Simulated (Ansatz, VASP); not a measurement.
# SiO2: VASP beside Ansatz

Aim: how closely do two programs agree when they are given the same cell, functional and k mesh? The cell is taken from a series of runs on this material, whose earlier steps may have relaxed, scaled, displaced or heated it; both programs get it as it stands.

Method: plane waves, with VASP 6.6.1 beside it; G0W0 gap at LDA, in Ansatz 0.2.0.

## Step 1: The starting structure

It takes space group I-42d (No. 122, tetragonal). The conventional cell has a = 4.653 Å, b = 4.653 Å, c = 7.338 Å, α = 90.00°, β = 90.00°, γ = 90.00°. Nearest to Si lie 4 O at 1.61 Å. Nearest to O lie 2 Si at 1.61 Å. Farther neighbours and most contacts between anions are not listed.

## Step 2: VASP: G0W0 gap, LDA

Quasiparticle shifts depend on high empty states and on the cores, so they are the hardest test of two PAW sets.

Lines of VASP's logs that name or quote its potential files are left out, and so is its time.

The run reads the wave functions of an earlier VASP run, which isn't shown here.

INCAR reads:

```
SYSTEM = SiO2
PREC = Accurate
ENCUT = 440
ISMEAR = 0
SIGMA = 0.01
LREAL = .FALSE.
GGA = CA
NBANDS = 336
ALGO = EVGW0
NELMGW = 1
ENCUTGW = 140
NOMEGA = 64
PRECFOCK = Fast
NBANDSGW = 24
LWAVE = .FALSE.
LCHARG = .FALSE.
```

POSCAR reads:

```
SiO2
1.0
   -2.3265690000      2.3265690000      3.6691200000
    2.3265690000     -2.3265690000      3.6691200000
    2.3265690000      2.3265690000     -3.6691200000
Si O
2 4
Direct
    0.0000000000      0.0000000000      0.0000000000
    0.7500000000      0.2500000000      0.5000000000
    0.0098795116      0.6250000000      0.8848795116
    0.3750000000      0.2598795116      0.3848795116
    0.7401204884      0.1250000000      0.1151204884
    0.8750000000      0.9901204884      0.6151204884
```

KPOINTS reads:

```
Automatic mesh
0
Gamma
4 4 4
0 0 0
```

Potentials, in the order of the species: Si_GW and O_GW (LDA family, release 64).

The run is started by

```
$ mpirun -np 8 vasp_std
```

Numbers of over 12 decimals in the logs are rounded to 6 here.

The log of the run:

```text
[banner, memory and clock lines left out]
running    8 mpi-ranks, on    1 nodes
 distrk:  each k-point on    8 cores,    1 groups
 distr:  one band on    1 cores,    8 groups

 POSCAR found type information on POSCAR SiO
 POSCAR found :  2 types and       6 ions
|                                                                             |
|           W    W    AA    RRRRR   N    N  II  N    N   GGGG   !!!           |
|           W    W   A  A   R    R  NN   N  II  NN   N  G    G  !!!           |
|           W    W  A    A  R    R  N N  N  II  N N  N  G       !!!           |
|           W WW W  AAAAAA  RRRRR   N  N N  II  N  N N  G  GGG   !            |
|           WW  WW  A    A  R   R   N   NN  II  N   NN  G    G                |
|           W    W  A    A  R    R  N    N  II  N    N   GGGG   !!!           |
|                                                                             |
|     For optimal performance we recommend to set                             |
|       NCORE = 2 up to number-of-cores-per-socket                            |
|     NCORE specifies how many cores store one orbital (NPAR=cpu/NCORE).      |
|     This setting can greatly improve the performance of VASP for DFT.       |
|     The default, NCORE=1 might be grossly inefficient on modern             |
|     multi-core architectures or massively parallel machines. Do your        |
|     Unfortunately you need to use the default for GW and RPA                |
|     calculations (for HF NCORE is supported but not extensively tested      |
|     yet).                                                                   |
|                                                                             |

|                                                                             |
|           W    W    AA    RRRRR   N    N  II  N    N   GGGG   !!!           |
|           W    W   A  A   R    R  NN   N  II  NN   N  G    G  !!!           |
|           W    W  A    A  R    R  N N  N  II  N N  N  G       !!!           |
|           W WW W  AAAAAA  RRRRR   N  N N  II  N  N N  G  GGG   !            |
|           WW  WW  A    A  R   R   N   NN  II  N   NN  G    G                |
|           W    W  A    A  R    R  N    N  II  N    N   GGGG   !!!           |
|                                                                             |
|     The default for ENCUTGWSOFT is different in this version of VASP.       |
|     please manually set ENCUTGWSOFT =140 in the INCAR file.                 |
|                                                                             |

 LDA part: xc-table for (Slater(with rela. corr.)+CA(PZ))
 , standard interpolation
 found WAVECAR, reading the header
 POSCAR, INCAR and KPOINTS ok, starting setup
 FFT: planning ... GRIDC
 FFT: planning ... GRID_SOFT
 FFT: planning ... GRID
 reading WAVECAR
 the WAVECAR file was read successfully
 initial charge from wavefunction
 available memory per node:     30.37 GB, setting MAXMEM to     31094

 The Fermi energy was updated, please check that it is located mid-gap
 values below the HOMO (VB) or above the LUMO (CB) will cause erroneous energies
 E-fermi :   2.8540

 calculate exact exchange contribution
 the WAVEDER file was read successfully
energies w=
    0.000    0.000    0.571    0.000    1.141    0.000    1.709    0.000
    2.273    0.000    2.832    0.000    3.385    0.000    3.932    0.000
    4.472    0.000    5.005    0.000    5.530    0.000    6.048    0.000
    6.559    0.000    7.063    0.000    7.561    0.000    8.053    0.000
    8.540    0.000    9.023    0.000    9.502    0.000    9.978    0.000
   10.452    0.000   10.926    0.000   11.400    0.000   11.875    0.000
   12.353    0.000   12.835    0.000   13.322    0.000   13.815    0.000
   14.317    0.000   14.827    0.000   15.350    0.000   15.886    0.000
   16.437    0.000   17.006    0.000   17.596    0.000   18.209    0.000
   18.849    0.000   19.519    0.000   20.225    0.000   20.969    0.000
   21.759    0.000   22.601    0.000   23.502    0.000   24.472    0.000
   25.523    0.000   26.665    0.000   27.917    0.000   29.295    0.000
   30.826    0.000   32.538    0.000   34.470    0.000   36.668    0.000
   39.196    0.000   42.139    0.000   45.608    0.000   49.762    0.000
   54.825    0.000   61.134    0.000   69.206    0.000   79.893    0.000
   94.690    0.000  116.496    0.000  151.761    0.000  218.327    0.000
 responsefunction array rank=     320
 LDA part: xc-table for (Slater(with rela. corr.)+CA(PZ))
 , standard interpolation

 min. memory requirement per mpi rank    308.4 MB, per node   2467.5 MB

 allocating   8 responsefunctions rank=   320
 shmem allocating  64 responsefunctions rank=   320
 response function shared by NCSHMEM nodes    1
 Doing            8  frequencies on each core in blocks of           64
NQ=   1    0.0000    0.0000    0.0000,
|.........|.........|.........|.........|.........|.........|.........|.........
 performed        865000 updates of chi_q(r,r)
 total number of BLAS operations        618.67 Gflops
NQ=   2    0.2500   -0.0000    0.0000,
|.........|.........|.........|.........|.........|.........|.........|.........
 performed       2423000 updates of chi_q(r,r)
 total number of BLAS operations       1770.94 Gflops
NQ=   3    0.5000   -0.0000    0.0000,
|.........|.........|.........|.........|.........|.........|.........|.........
 performed       3707000 updates of chi_q(r,r)
 total number of BLAS operations       2647.01 Gflops
NQ=   4    0.2500    0.2500    0.0000,
|.........|.........|.........|.........|.........|.........|.........|.........
 performed       5136000 updates of chi_q(r,r)
 total number of BLAS operations       3676.25 Gflops
NQ=   5    0.5000    0.2500    0.0000,
|.........|.........|.........|.........|.........|.........|.........|.........
 performed       6823000 updates of chi_q(r,r)
 total number of BLAS operations       4851.12 Gflops
NQ=   6   -0.2500    0.2500    0.0000,
|.........|.........|.........|.........|.........|.........|.........|.........
 performed       8123000 updates of chi_q(r,r)
 total number of BLAS operations       5787.47 Gflops
NQ=   7    0.5000    0.5000    0.0000,
|.........|.........|.........|.........|.........|.........|.........|.........
 performed       9149000 updates of chi_q(r,r)
 total number of BLAS operations       6497.15 Gflops
NQ=   8    0.2500    0.2500    0.2500,
|.........|.........|.........|.........|.........|.........|.........|.........
 performed      10062000 updates of chi_q(r,r)
 total number of BLAS operations       7120.19 Gflops
NQ=   9   -0.2500    0.2500    0.2500,
|.........|.........|.........|.........|.........|.........|.........|.........
 performed      11362000 updates of chi_q(r,r)
 total number of BLAS operations       8044.10 Gflops
NQ=  10    0.5000    0.5000    0.2500,
|.........|.........|.........|.........|.........|.........|.........|.........
 performed      12662000 updates of chi_q(r,r)
 total number of BLAS operations       8968.00 Gflops
NQ=  11   -0.2500    0.5000    0.2500,
|.........|.........|.........|.........|.........|.........|.........|.........
 performed      14220000 updates of chi_q(r,r)
 total number of BLAS operations      10097.63 Gflops
NQ=  12   -0.2500   -0.2500    0.2500,
|.........|.........|.........|.........|.........|.........|.........|.........
 performed      15262000 updates of chi_q(r,r)
 total number of BLAS operations      10843.19 Gflops
NQ=  13    0.5000    0.5000    0.5000,
|.........|.........|.........|.........|.........|.........|.........|.........
 performed      16127000 updates of chi_q(r,r)
 total number of BLAS operations      11551.82 Gflops
 resolving degeneracies of screened two electron integrals

 calculate QP shifts <psi_nk| G(iteration)W_0 |psi_nk>: iteration 1
 entering main loop
```

From OUTCAR (step 2):

```text
ion  position               nearest neighbor table
   1  0.000  0.000  0.000-   3 1.61   4 1.61   5 1.61   6 1.61   2 2.96   2 2.96   2 2.96   2 2.96

  LATTYP: Found a body centered tetragonal cell.
 ALAT       =     4.6531380000
 C/A-ratio  =     1.5770518734

 Subroutine GETGRP returns: Found  8 space group operations
 (whereof  4 operations were pure point group operations)

The static configuration has the point symmetry S_4 .
 The point group associated with its full space group is D_2d.

 Found     13 irreducible k-points:

   k-points           NKPTS =     13   k-points in BZ     NKDIM =     64   number of bands    NBANDS=    336

   dimension x,y,z NGX =    36 NGY =   36 NGZ =   36
   dimension x,y,z NGXF=    72 NGYF=   72 NGZF=   72

   ENCUT  =  440.0 eV  32.34 Ry    5.69 a.u.   8.43  8.43  8.43*2*pi/ulx,y,z

   NELECT =      32.0000    total number of electrons

  energy-cutoff  :      440.00
  volume of cell :       79.44
      direct lattice vectors                 reciprocal lattice vectors
    -2.326569000  2.326569000  3.669120000     0.000000000  0.214908735  0.136272458
     2.326569000 -2.326569000  3.669120000     0.214908735  0.000000000  0.136272458
     2.326569000  2.326569000 -3.669120000     0.214908735  0.214908735  0.000000000

 k-points in reciprocal lattice and weights: Automatic mesh
   0.00000000  0.00000000  0.00000000       0.016
   0.25000000 -0.00000000  0.00000000       0.125
   0.50000000 -0.00000000  0.00000000       0.062
   0.25000000  0.25000000  0.00000000       0.125
   0.50000000  0.25000000  0.00000000       0.250
  -0.25000000  0.25000000  0.00000000       0.062
   0.50000000  0.50000000  0.00000000       0.031
   0.25000000  0.25000000  0.25000000       0.031
  -0.25000000  0.25000000  0.25000000       0.062
   0.50000000  0.50000000  0.25000000       0.062
  -0.25000000  0.50000000  0.25000000       0.125
  -0.25000000 -0.25000000  0.25000000       0.031
   0.50000000  0.50000000  0.50000000       0.016

 E-fermi :   2.8540

 QP shifts <psi_nk| G(iteration)W_0 |psi_nk>: iteration 1
 for sc-GW calculations column KS-energies equals QP-energies in previous step
 and V_xc(KS)=  KS-energies - (<T + V_ion + V_H > + <T+V_H+V_ion>^1  + <V_x>^1)
 k-point   1 :       0.0000    0.0000    0.0000
  band No.  KS-energies  QP-energies   sigma(KS)   V_xc(KS)     V^pw_x(r,r')   Z            occupation Imag(sigma)
    ...
     13      -1.4152      -3.1590     -21.3433     -19.1681     -25.0363       0.8017       2.0000       0.0599
     14      -1.3180      -3.1782     -20.8464     -18.5091     -24.6750       0.7958       2.0000       0.0622
     15      -0.2074      -1.9184     -21.4569     -19.3235     -25.1800       0.8020       2.0000       0.0565
     16      -0.2074      -1.9184     -21.4569     -19.3235     -25.1800       0.8020       2.0000       0.0565
     17       5.9154       7.4052      -9.1522     -10.8721      -5.9879       0.8662       0.0000      -0.0423
     18       8.2782      10.0660      -8.2181     -10.2962      -4.6028       0.8603       0.0000      -0.0520
     19      11.1790      13.2658      -9.7897     -12.2761      -5.9939       0.8393       0.0000      -0.0619
     20      11.1790      13.2658      -9.7897     -12.2761      -5.9939       0.8393       0.0000      -0.0619
    ...

 k-point   2 :       0.2500   -0.0000    0.0000
  band No.  KS-energies  QP-energies   sigma(KS)   V_xc(KS)     V^pw_x(r,r')   Z            occupation Imag(sigma)
    ...
     13      -1.4332      -3.2085     -21.1363     -18.9167     -24.8554       0.7998       2.0000       0.0609
     14      -1.0811      -2.8629     -21.2446     -19.0129     -25.0149       0.7984       2.0000       0.0600
     15      -0.3094      -2.0335     -21.2885     -19.1365     -24.9995       0.8011       2.0000       0.0565
     16      -0.2445      -1.9438     -21.6020     -19.4822     -25.3397       0.8016       2.0000       0.0571
     17       6.8971       8.5047      -9.7174     -11.5908      -6.5358       0.8582       0.0000      -0.0443
     18       8.9143      10.7762      -8.6754     -10.8539      -5.0326       0.8547       0.0000      -0.0529
     19      10.1240      12.1261      -9.3717     -11.7345      -5.5727       0.8473       0.0000      -0.0571
     20      10.5948      12.7163     -10.2017     -12.7314      -6.3925       0.8386       0.0000      -0.0599
    ...

 k-point   3 :       0.5000   -0.0000    0.0000
  band No.  KS-energies  QP-energies   sigma(KS)   V_xc(KS)     V^pw_x(r,r')   Z            occupation Imag(sigma)
    ...
     13      -1.4141      -3.2489     -20.7773     -18.4741     -24.5579       0.7967       2.0000       0.0626
     14      -0.8277      -2.5662     -21.5108     -19.3367     -25.2636       0.7997       2.0000       0.0591
     15      -0.4162      -2.1500     -21.1100     -18.9422     -24.8043       0.7998       2.0000       0.0566
     16      -0.3629      -2.0499     -21.7416     -19.6335     -25.4843       0.8003       2.0000       0.0579
     17       8.4090      10.3137     -10.5092     -12.7510      -6.9129       0.8496       0.0000      -0.0522
     18       9.0812      10.8223      -8.9577     -10.9929      -5.6775       0.8555       0.0000      -0.0492
     19       9.8197      11.6841      -8.8097     -11.0003      -5.2283       0.8511       0.0000      -0.0539
     20      10.0375      12.1337     -10.3983     -12.8941      -6.7259       0.8399       0.0000      -0.0562
    ...

 k-point   4 :       0.2500    0.2500    0.0000
  band No.  KS-energies  QP-energies   sigma(KS)   V_xc(KS)     V^pw_x(r,r')   Z            occupation Imag(sigma)
    ...
     13      -1.3637      -3.1795     -20.8012     -18.5270     -24.5215       0.7984       2.0000       0.0613
     14      -1.0713      -2.8292     -21.3638     -19.1636     -25.1094       0.7990       2.0000       0.0599
     15      -0.3768      -2.0902     -21.4918     -19.3494     -25.2319       0.7997       2.0000       0.0575
     16      -0.3065      -2.0155     -21.4966     -19.3634     -25.2284       0.8012       2.0000       0.0570
     17       8.0427       9.8056     -10.0880     -12.1526      -6.7636       0.8538       0.0000      -0.0481
     18       9.4340      11.2839      -8.6569     -10.8234      -5.0397       0.8538       0.0000      -0.0535
     19       9.7602      11.8067      -9.9416     -12.3668      -6.2062       0.8438       0.0000      -0.0561
     20       9.8355      11.8037      -9.7147     -12.0434      -6.1131       0.8452       0.0000      -0.0548
    ...

[... 4 further parts left out ...]
```

(Part 1 of 2 ends here.)

[Lines on the potential files, build, host, timing and source positions are cut from VASP's logs without a mark.]

[Logs are printed without paths, hosts, clocks, repeated set-up lines and the standing remarks that a program may print on its own settings, such as how far it seeks lower states.]

[Hosts, paths, dates, database ids (printed as entryN), source tags and the programs' standing remarks are cut or masked in the printed files.]
